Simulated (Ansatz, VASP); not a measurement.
# Zn3In4Ga2O12 (amorphous In16Ga8Zn12O48) in two plane-wave programs, part 3 of 3

Aim: how closely do two programs agree when they are given the same cell, functional and k mesh? Of the first pair: The structure shown is the start of the Ansatz relaxation below; VASP solves that cell, so the two are compared at the walk's first step.

VASP 6.6.1 and Ansatz 0.2.0.

So far. Step 3 (VASP: single point, PBE, start cell, pair 1): The run ends at a pressure of 3.57 GPa, with forces up to 0.25 eV/Å.

### 6. VASP: single point, PBE, relaxed cell, pair 2

Level of this step: PBE; plane waves and PAW (In_d, Ga_d, Zn, O) (VASP).

The same cell, functional, mesh and smearing now go to VASP, with its own data sets.

Input file INCAR:

```
SYSTEM = Zn3In4Ga2O12
PREC = Accurate
ENCUT = 600
EDIFF = 1E-06
NELM = 120
ISMEAR = -1
SIGMA = 0.025
LREAL = Auto
ALGO = Normal
GGA = PE
NBANDS = 432
LORBIT = 11
LWAVE = .FALSE.
LCHARG = .FALSE.
ISIF = 2
LASPH = .TRUE.
GGA_COMPAT = .FALSE.
EFERMI = MIDGAP
NCORE = 2
```

Input file POSCAR:

```
Zn3In4Ga2O12
1.0
   10.3837630000      0.1081830000     -0.0398900000
    0.1081830000     10.9220000000     -0.1202230000
   -0.0398900000     -0.1202230000     10.1612700000
In Ga Zn O
16 8 12 48
Direct
    0.6581200000      0.4849000000      0.6573000000
    0.7812400000      0.7340100000      0.1856600000
    0.1090900000      0.8347100000      0.0435200000
    0.3251500000      0.9795100000      0.5114900000
    0.9161000000      0.2551900000      0.1627500000
    0.9156600000      0.6952900000      0.5835600000
    0.6846100000      0.0856300000      0.3328600000
    0.4987100000      0.1787100000      0.6644700000
    0.1984800000      0.0761400000      0.1721900000
    0.3260100000      0.6709000000      0.5916900000
    0.9665100000      0.9653800000      0.3710500000
    0.3610300000      0.9636100000      0.8367000000
    0.3984400000      0.2239600000      0.3520500000
    0.4805400000      0.9180600000      0.1358700000
    0.5912900000      0.7754500000      0.4440100000
    0.5681900000      0.7531900000      0.7910300000
    0.4177400000      0.4687400000      0.8224300000
    0.7686800000      0.0307100000      0.6259100000
    0.6262200000      0.3836400000      0.2153900000
    0.8897400000      0.7065500000      0.8771300000
    0.0429900000      0.9362900000      0.7146700000
    0.9617600000      0.4212400000      0.7035400000
    0.1234000000      0.6872700000      0.3202800000
    0.8410800000      0.5289300000      0.3602700000
    0.1649800000      0.2123100000      0.6561700000
    0.7128100000      0.4637500000      0.9495900000
    0.0035700000      0.5425000000      0.0858100000
    0.9443900000      0.2561200000      0.4460100000
    0.1616900000      0.3381600000      0.9381800000
    0.1730500000      0.6432600000      0.8325800000
    0.8629400000      0.2027900000      0.8285800000
    0.1199400000      0.4604400000      0.4246700000
    0.8711400000      0.9948600000      0.0513400000
    0.6293600000      0.0834200000      0.9382700000
    0.3181500000      0.4441000000      0.1668800000
    0.4469500000      0.2450900000      0.0337500000
    0.4655200000      0.9821800000      0.6575500000
    0.1147100000      0.6429100000      0.5012700000
    0.7459600000      0.2641500000      0.2735800000
    0.7726500000      0.7416500000      0.7410300000
    0.9934100000      0.8714300000      0.5482900000
    0.8847100000      0.8182900000      0.0264800000
    0.0534000000      0.2784900000      0.7970000000
    0.8312900000      0.4979700000      0.5507700000
    0.7866600000      0.7030800000      0.4156800000
    0.8127500000      0.9520300000      0.2377800000
    0.1441700000      0.6466800000      0.0219000000
    0.0378100000      0.1381100000      0.2956900000
    0.0267400000      0.3706800000      0.0585200000
    0.0567400000      0.8033300000      0.8263700000
    0.1951200000      0.0178100000      0.6893200000
    0.3276700000      0.4099700000      0.9673500000
    0.3723500000      0.7949600000      0.4499300000
    0.3553500000      0.7702400000      0.7787600000
    0.2795500000      0.5327900000      0.7229300000
    0.0661700000      0.3512900000      0.5626000000
    0.9588800000      0.3962200000      0.3295300000
    0.8108400000      0.1554400000      0.0055900000
    0.1130500000      0.8486900000      0.2657900000
    0.5626200000      0.1839600000      0.4613500000
    0.5450000000      0.6475800000      0.5944000000
    0.0596200000      0.0230400000      0.0354600000
    0.6807500000      0.1321900000      0.7495000000
    0.3001700000      0.9288300000      0.0396900000
    0.4629900000      0.3954700000      0.2884400000
    0.5692300000      0.5634800000      0.8501700000
    0.9012300000      0.0301400000      0.7541100000
    0.5979500000      0.3562500000      0.0359400000
    0.2217700000      0.5413700000      0.2911400000
    0.5631700000      0.0912200000      0.1432200000
    0.5014700000      0.3716800000      0.6922100000
    0.3093300000      0.1887200000      0.5408800000
    0.8291200000      0.5920700000      0.0001100000
    0.5853900000      0.7845200000      0.2329800000
    0.9593900000      0.6337200000      0.2508200000
    0.4325300000      0.1460200000      0.8736800000
    0.6832300000      0.9401800000      0.4959900000
    0.8549900000      0.1118800000      0.4855500000
    0.9916900000      0.5844700000      0.7565900000
    0.7086700000      0.5306200000      0.2396300000
    0.5613000000      0.9016600000      0.9316200000
    0.2951400000      0.2442800000      0.1613500000
    0.8018800000      0.3806700000      0.7819600000
    0.3469900000      0.0286000000      0.3114700000
```

Input file KPOINTS:

```
Automatic mesh
0
Gamma
1 1 1
0 0 0
```

PAW data sets: In_d, Ga_d, Zn and O (PBE family, release 64).

Run with:

```bash
> mpirun -np 8 vasp_gam
```

Numbers of over 12 decimals in the logs are rounded to 6 here.

What it wrote:

```text
[... set-up lines as in an earlier step ...]
 entering main loop
       N       E                     dE             d eps       ncg     rms          rms(c)
DAV:   1     0.189616354297E+05    0.18962E+05   -0.33918E+05   864   0.323E+03
DAV:   2     0.506592767890E+04   -0.13896E+05   -0.13263E+05   864   0.986E+02
DAV:   3     0.465143891861E+03   -0.46008E+04   -0.43717E+04   984   0.412E+02
DAV:   4    -0.428396042049E+03   -0.89354E+03   -0.86101E+03  1064   0.182E+02
[...]
DAV:  20    -0.432878468200E+03   -0.14814E-05   -0.34407E-05  1120   0.419E-02    0.176E-02
DAV:  21    -0.432878468274E+03   -0.73487E-07   -0.17581E-05  1168   0.203E-02    0.135E-02
DAV:  22    -0.432878467583E+03    0.69071E-06   -0.28060E-06   656   0.143E-02
   1 F= -.43287847E+03 E0= -.43287845E+03  d E =-.264784E-04
```

Parts of OUTCAR (step 6):

```text
  FREE ENERGIE OF THE ION-ELECTRON SYSTEM (eV)
  ---------------------------------------------------
  free  energy   TOTEN  =      -432.8784675831 eV

  energy  without entropy=     -432.8784411047  energy(sigma->0) =     -432.87845434

[... 1 part as in an earlier step ...]
```

The run ends at a pressure of 0.37 GPa, with forces up to 0.075 eV/Å.

### 7. Comparison

What differs besides the data sets and the points named for the pairs above, as far as they apply: the cutoff is 420 eV in Ansatz and 600 eV in VASP (PREC = Accurate, projectors in real space). Total energies have different zeros and are not compared.

The two programs side by side:

| quantity | Ansatz | VASP | difference |
| --- | --- | --- | --- |
| pressure (GPa) | 0.01 | 0.37 | -0.36 |
| gap on the k mesh (eV) | 0.554 | 0.536 | +0.018 |

Forces on 7 of the 84 atoms, those with the largest forces and the largest differences (eV/Å; atoms numbered as in POSCAR):

| atom | Ansatz x, y, z | VASP x, y, z |
| --- | --- | --- |
| O37 | 0.002, 0.001, -0.001 | 0.054, -0.027, 0.005 |
| O38 | 0.001, -0.002, -0.002 | 0.013, 0.013, 0.060 |
| O43 | 0.001, -0.001, 0.010 | -0.051, -0.030, 0.010 |
| O47 | -0.005, 0.004, -0.004 | 0.030, 0.000, 0.051 |
| O55 | 0.004, 0.000, 0.000 | 0.002, -0.049, -0.038 |
| O58 | 0.001, -0.001, -0.001 | -0.033, 0.054, 0.039 |
| O76 | 0.002, 0.001, 0.000 | -0.028, -0.010, -0.051 |

The forces differ by 21 meV/Å r.m.s., where the r.m.s. force is 0.003 eV/Å in Ansatz and 0.021 eV/Å in VASP: the atoms lie near their places of rest in Ansatz, so a percentage would say little (all taken over all components). A gap on the mesh is an upper bound, since the band edges may lie between its points.

### 8. Outcome

```json
{
  "r.m.s. force difference (single point, PBE, start cell, pair 1)": "22 meV/Å",
  "r.m.s. force difference (single point, PBE, relaxed cell, pair 2)": "21 meV/Å"
}
```

**Reading.** The r.m.s. force difference is 22 meV/Å (single point, PBE, start cell, pair 1), beyond the 12 meV/Å picked in this series as the mark of a large difference. What causes the difference of the single point, PBE, start cell, pair 1 pair stays open here. What causes the difference of the single point, PBE, relaxed cell, pair 2 pair stays open here. How closely two codes agree says nothing of how well the functional describes the real material.

[Lines on the potential files, build, host, timing and source positions are cut from VASP's logs without a mark.]

[Logs are printed without paths, hosts, clocks, repeated set-up lines and the standing remarks that a program may print on its own settings, such as how far it seeks lower states.]

[Hosts, paths, dates, database ids (printed as entryN), source tags and the programs' standing remarks are cut or masked in the printed files.]
